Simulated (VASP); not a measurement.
# Mg2CdS3 (Cmc2_1) in VASP: phonons with PBE

Aim: the phonons of Mg2CdS3 with PBE.

Everything below comes from runs of VASP 6.6.1. Logs are shortened: lines on timing, memory, paths and dates and some standing lists are left out, and cuts for length are marked.

**1. The structure**

The structure is orthorhombic, space group Cmc2_1 (No. 36). The conventional cell has a = 12.281 Å, b = 7.090 Å, c = 6.622 Å, α = 90.00°, β = 90.00°, γ = 90.00°. Mg (site symmetry 1) is surrounded by 4 S at 2.46 to 2.47 Å. Cd (site symmetry m) is surrounded by 4 S at 2.57 to 2.58 Å. Around S (site symmetry m) lie 2 Mg at 2.46 Å and 2 Cd at 2.57 to 2.58 Å. S (site symmetry 1) has 3 Mg at 2.46 to 2.47 Å and 1 Cd at 2.57 Å as nearest neighbours.

The cell was built by a generator and needn't be a form met in nature.

**2. Phonons, PBE**

POSCAR

```
Mg2CdS3
1.0
    6.1404000000     -3.5447800000      0.0000000000
    6.1404000000      3.5447800000      0.0000000000
    0.0000000000      0.0000000000      6.6219800000
Mg Cd S
4 2 6
Direct
    0.4974250000      0.1663440000      0.9985650000
    0.5025750000      0.8336560000      0.4985650000
    0.1663440000      0.4974250000      0.4985650000
    0.8336560000      0.5025750000      0.9985650000
    0.1702330000      0.8297670000      0.9979610000
    0.8297670000      0.1702330000      0.4979610000
    0.1769970000      0.8230030000      0.3870930000
    0.4887590000      0.1668180000      0.3714450000
    0.5112410000      0.8331820000      0.8714450000
    0.8230030000      0.1769970000      0.8870930000
    0.1668180000      0.4887590000      0.8714450000
    0.8331820000      0.5112410000      0.3714450000
```

INCAR.step1

```
SYSTEM = Mg2CdS3
PREC     = Accurate       ! precision mode
ENCUT    = 520            ! plane-wave cutoff, eV
EDIFF    = 1E-8           ! SCF threshold, eV
ISMEAR   = 0              ! smearing method
SIGMA    = 0.03           ! smearing width, eV
LREAL    = .FALSE.        ! projectors in reciprocal space
LASPH    = .TRUE.         ! aspherical terms in the spheres
NELM     = 60             ! most SCF steps
ALGO     = Normal         ! electronic algorithm
ISIF     = 3              ! what is computed and relaxed
LWAVE    = .FALSE.        ! write WAVECAR
LCHARG   = .FALSE.        ! write CHGCAR
GGA      = PE             ! functional
KPAR     = 8            
IBRION   = 2              ! ionic algorithm
NSW      = 40             ! ionic steps
EDIFFG   = -0.002         ! ionic threshold
```

INCAR.step2

```
SYSTEM = Mg2CdS3
PREC     = Accurate       ! precision mode
ENCUT    = 520            ! plane-wave cutoff, eV
EDIFF    = 1E-8           ! SCF threshold, eV
ISMEAR   = 0              ! smearing method
SIGMA    = 0.03           ! smearing width, eV
LREAL    = .FALSE.        ! projectors in reciprocal space
LASPH    = .TRUE.         ! aspherical terms in the spheres
NELM     = 60             ! most SCF steps
ALGO     = Normal         ! electronic algorithm
ISIF     = 2              ! what is computed and relaxed
LWAVE    = .FALSE.        ! write WAVECAR
LCHARG   = .FALSE.        ! write CHGCAR
GGA      = PE             ! functional
KPAR     = 8            
IBRION   = 6              ! ionic algorithm
NFREE    = 2            
POTIM    = 0.015          ! step
NSW      = 1              ! ionic steps
```

KPOINTS

```
Automatic mesh
0
G
  4 4 4
  0 0 0
```

Potentials or basis: VASP PAW PBE potentials, release 64 (Mg, Cd, S).

Launch:

```sh
> cat potpaw_PBE.64/Mg/POTCAR potpaw_PBE.64/Cd/POTCAR potpaw_PBE.64/S/POTCAR > POTCAR
> cp INCAR.step1 INCAR
> mpirun -np 8 vasp_std > vasp.out
> cp CONTCAR POSCAR
> cp INCAR.step2 INCAR
> mpirun -np 8 vasp_std > vasp.out
```

OUTCAR:

```text
SYSTEM = Mg2CdS3
   PREC = Accurate
   ENCUT = 520
   EDIFF = 1E-8
   ISMEAR = 0
   LREAL = .FALSE.
   LASPH = .TRUE.
   NELM = 60
   ISIF = 2
   GGA = PE
   IBRION = 6
   NFREE = 2
   POTIM = 0.015
   NSW = 1

 ion  position               nearest neighbor table
   1  0.498  0.166  0.999-  10 2.46   9 2.46  11 2.46   8 2.47
   2  0.502  0.834  0.499-   7 2.46   8 2.46  12 2.46   9 2.47
   3  0.166  0.498  0.499-   7 2.46  12 2.46   8 2.46  11 2.47
   4  0.834  0.502  0.999-  10 2.46  11 2.46   9 2.46  12 2.47
   5  0.171  0.829  0.998-  10 2.57   9 2.57  11 2.57   7 2.58
   6  0.829  0.171  0.498-   7 2.57   8 2.57  12 2.57  10 2.58
   7  0.177  0.823  0.387-   2 2.46   3 2.46   6 2.57   5 2.58
   8  0.488  0.167  0.371-   2 2.46   3 2.46   1 2.47   6 2.57
   9  0.512  0.833  0.871-   1 2.46   4 2.46   2 2.47   5 2.57
  10  0.823  0.177  0.887-   1 2.46   4 2.46   5 2.57   6 2.58
  11  0.167  0.488  0.871-   4 2.46   1 2.46   3 2.47   5 2.57
  12  0.833  0.512  0.371-   3 2.46   2 2.46   4 2.47   6 2.57

  LATTYP: Found a base centered orthorhombic cell.
 ALAT       =     7.0893970336
 B/A-ratio  =     1.7322379361
 C/A-ratio  =     0.9339718706

  Lattice vectors:

 A1 = (  -6.1402612427,  -3.5446985168,   0.0000000000)
 A2 = (   6.1402612427,  -3.5446985168,   0.0000000000)
 A3 = (   0.0000000000,   0.0000000000,   6.6212974089)

Analysis of symmetry for initial positions (statically):
=====================================================================
 Subroutine PRICEL returns:
 Original cell was already a primitive cell.

 Routine SETGRP: Setting up the symmetry group for a
 base centered orthorhombic supercell.

 Subroutine GETGRP returns: Found  4 space group operations
 (whereof  2 operations were pure point group operations)
 out of a pool of  8 trial point group operations.

The static configuration has the point symmetry C_1h.
 The point group associated with its full space group is C_2v.

Analysis of symmetry for dynamics (positions and initial velocities):
=====================================================================
 Subroutine PRICEL returns:
 Original cell was already a primitive cell.

 Routine SETGRP: Setting up the symmetry group for a
 base centered orthorhombic supercell.

 Subroutine GETGRP returns: Found  4 space group operations
 (whereof  2 operations were pure point group operations)
 out of a pool of  8 trial point group operations.

The dynamic configuration has the point symmetry C_1h.
 The point group associated with its full space group is C_2v.

 Subroutine INISYM returns: Found  4 space group operations
 (whereof  2 operations are pure point group operations),
 and found     1 'primitive' translations

----------------------------------------------------------------------------------------

                                     Primitive cell

  volume of cell :     288.2300

  direct lattice vectors                    reciprocal lattice vectors
     6.140261243 -3.544698517  0.000000000     0.081429760 -0.141055720  0.000000000
     6.140261243  3.544698517  0.000000000     0.081429760  0.141055720  0.000000000
     0.000000000  0.000000000  6.621297409     0.000000000  0.000000000  0.151027803

  length of vectors
     7.089971488  7.089971488  6.621297409     0.162872717  0.162872717  0.151027803

  position of ions in fractional coordinates (direct lattice)
     0.497512146  0.166137612  0.998519045
     0.502487854  0.833862388  0.498519045
     0.166137612  0.497512146  0.498519045
     0.833862388  0.502487854  0.998519045
[... 107 lines left out ...]
   EFERMI_NEDOS =   21; number of points for ismear=-14 and -15
   IALGO  =     38    algorithm
   IMIX   =      4    mixing-type and parameters
     AMIX     =   0.40;   BMIX     =  1.00
     AMIX_MAG =   1.60;   BMIX_MAG =  1.00
  volume/ion in A,a.u.               =      24.02       162.09
  Fermi-wavevector in a.u.,A,eV,Ry     =   1.011575  1.911599 13.922622  1.023284
  Thomas-Fermi vector in A             =   2.144633
   LORBIT       =      0    0 simple, 1 ext, 2 COOP (PROOUT), +10 PAW based schemes
   GGA     = PE    functional components
   LHFCALC =     F    Hartree Fock is set to
   AEXX    =    0.0000 exact exchange contribution
   IVDW    =     0    specifies the selected vdW correction
   LEPSILON=     F    determine dielectric tensor
   LRPA    =     F    only Hartree local field effects (RPA)
 finite differences with symmetry
 non-spin polarized calculation
 Gauss-broadening in eV      SIGMA  =   0.03
  energy-cutoff  :      520.00
  volume of cell :      288.23
 maximum number of plane-waves:      7812
 NGX is ok and might be reduce to    54
   NGX = 27   NGY = 27   NGZ = 25

--------------------------------------- Ionic step        1  -------------------------------------------

 number of electron      68.0000006 magnetization

 Free energy of the ion-electron system (eV)
  ---------------------------------------------------
  ext. energy  EPLUGINS =         0.00000000
  ---------------------------------------------------
  free energy    TOTEN  =       -46.25220772 eV

  energy without entropy =      -46.25220772  energy(sigma->0) =      -46.25220772

------------------------ aborting loop because EDIFF is reached ----------------------------------------

  FORCE on cell =-STRESS in cart. coord.  units (eV):
  Direction    XX          YY          ZZ          XY          YZ          ZX
  --------------------------------------------------------------------------------------
  -------------------------------------------------------------------------------------
  Total       -0.0042617     -0.0006968      0.0074709      0.0000000      0.0000000      0.0000000
  in kB       -0.0236896     -0.0038733      0.0415282      0.0000000      0.0000000      0.0000000
  external PRESSURE =       0.0046551 kB  Pullay stress =       0.0000000 kB
[... 119 lines left out ...]
  FREE ENERGIE OF THE ION-ELECTRON SYSTEM (eV)
  ---------------------------------------------------
  free  energy   TOTEN  =       -46.2514978139 eV

  energy  without entropy=      -46.2514978139  energy(sigma->0) =      -46.25149781

[... ionic steps 4 to 22 ...]

--------------------------------------- Ionic step       23  -------------------------------------------

 number of electron      68.0000006 magnetization

------------------------ aborting loop because EDIFF is reached ----------------------------------------
[... 87 lines left out ...]
--------------------------------------- Ionic step       25  -------------------------------------------

 number of electron      68.0000006 magnetization

 Free energy of the ion-electron system (eV)
  ---------------------------------------------------
  ext. energy  EPLUGINS =         0.00000000
  ---------------------------------------------------
  free energy    TOTEN  =       -46.25136557 eV

  energy without entropy =      -46.25136557  energy(sigma->0) =      -46.25136557

 E-fermi :   1.0858     XC(G=0):  -8.5454

 val. band max:        0.9399426865   @ k =   0.0000   0.0000   0.0000
 cond. band min:       3.5031389677   @ k =   0.0000   0.0000   0.0000
 fundamental gap:      2.5631962812
 Fermi energy:         1.0858367950

 k-point     1 :       0.0000    0.0000    0.0000
  band No.  band energies     occupation
      1     -10.5736      2.00000
      2     -10.0493      2.00000
      3      -9.9222      2.00000
      4      -9.8739      2.00000
      5      -9.8512      2.00000
      6      -9.8475      2.00000
[... 1045 lines left out ...]
     40       6.4066      0.00000
     41       6.6388      0.00000

 [... further k-points ...]

------------------------ aborting loop because EDIFF is reached ----------------------------------------

  FORCE on cell =-STRESS in cart. coord.  units (eV):
  Direction    XX          YY          ZZ          XY          YZ          ZX
  --------------------------------------------------------------------------------------
  -------------------------------------------------------------------------------------
  Total       -0.0554111     -0.0541620      0.1066694     -0.0019251      0.0024072     -0.0041587
  in kB       -0.3080125     -0.3010692      0.5929405     -0.0107008      0.0133807     -0.0231171
  external PRESSURE =      -0.0053804 kB  Pullay stress =       0.0000000 kB
[... 27 lines left out ...]
  FREE ENERGIE OF THE ION-ELECTRON SYSTEM (eV)
  ---------------------------------------------------
  free  energy   TOTEN  =       -46.2513655690 eV

  energy  without entropy=      -46.2513655690  energy(sigma->0) =      -46.25136557

 INTERNAL STRAIN TENSORS FROM DISPLACED ATOMS
 ============================================

 INTERNAL STRAIN TENSOR FOR ION    1 for displacements in x,y,z  (eV/Angst):
          X           Y           Z          XY          YZ          ZX
  --------------------------------------------------------------------------------
  x     0.61779    -0.33200    -0.15540    -4.67142    -0.18409    -3.29201
  y    -4.62920     4.48244     0.11947    -0.26957    -3.48470    -0.06137
  z    -3.29013    -3.49212     6.78472    -0.17817     0.16419    -0.29621
[... 8 lines left out ...]
 INTERNAL STRAIN TENSOR FOR ION   12 for displacements in x,y,z  (eV/Angst):
          X           Y           Z          XY          YZ          ZX
  --------------------------------------------------------------------------------
  x    -0.98151    -0.01410    -0.30130    -5.72125    -0.08478     3.51828
  y    -5.69010     5.07796    -0.16930    -0.05284     3.63528    -0.07469
  z     3.44928     3.60061    -6.34876    -0.12985    -0.15376    -0.26883

 Eigenvectors and eigenvalues of the dynamical matrix
   1 f  =   10.042063 THz    63.096146 2PiTHz  334.967182 cm-1    41.530619 meV
   2 f  =   10.002026 THz    62.844581 2PiTHz  333.631667 cm-1    41.365036 meV
   3 f  =    9.960590 THz    62.584235 2PiTHz  332.249532 cm-1    41.193673 meV
   4 f  =    9.841486 THz    61.835883 2PiTHz  328.276651 cm-1    40.701099 meV
   5 f  =    9.671186 THz    60.765853 2PiTHz  322.596039 cm-1    39.996793 meV
   6 f  =    9.661558 THz    60.705361 2PiTHz  322.274893 cm-1    39.956976 meV
[... 25 lines left out ...]
  32 f  =    1.788501 THz    11.237483 2PiTHz   59.657972 cm-1     7.396642 meV
  33 f  =    1.735767 THz    10.906147 2PiTHz   57.898961 cm-1     7.178553 meV
  34 f/i=    0.002182 THz     0.013712 2PiTHz    0.072794 cm-1     0.009025 meV
  35 f/i=    0.002275 THz     0.014295 2PiTHz    0.075890 cm-1     0.009409 meV
  36 f/i=    0.008358 THz     0.052518 2PiTHz    0.278809 cm-1     0.034568 meV

 ELASTIC MODULI CONTR FROM IONIC RELAXATION (kBar)
 Direction    XX          YY          ZZ          XY          YZ          ZX
 --------------------------------------------------------------------------------
 XX        -270.6167    112.0382    152.0332      0.0000     -0.0000     -0.0000
 YY         112.0382   -265.7221    152.1418     -0.0000     -0.0000      0.0000
 ZZ         152.0332    152.1418   -315.1304      0.0000      0.0000     -0.0000
 XY           0.0000     -0.0000      0.0000   -189.7719      0.0000      0.0000
 YZ          -0.0000      0.0000      0.0000     -0.0000    -74.9474     -0.0000
 ZX          -0.0000      0.0000     -0.0000     -0.0000     -0.0000    -74.4662
 --------------------------------------------------------------------------------
```

Run time: 22 min. Hardware: 8 MPI ranks of Intel Xeon 6975P-C (Granite Rapids), shared host; peak memory 0.8 GiB.

What came out:

| Property | Result |
| --- | --- |
| Highest phonon frequency at Γ, LO-TO splitting left out | 335 cm⁻¹ |

Phonon frequencies in cm⁻¹ (negative: imaginary):
| q point | frequencies |
| --- | --- |
| (0.000, 0.000, 0.000) | 0 0 0 58 60 78 90 105 112 116 132 140 145 195 212 213 223 233 246 250 254 255 258 277 312 313 313 314 318 320 322 323 328 332 334 335 |
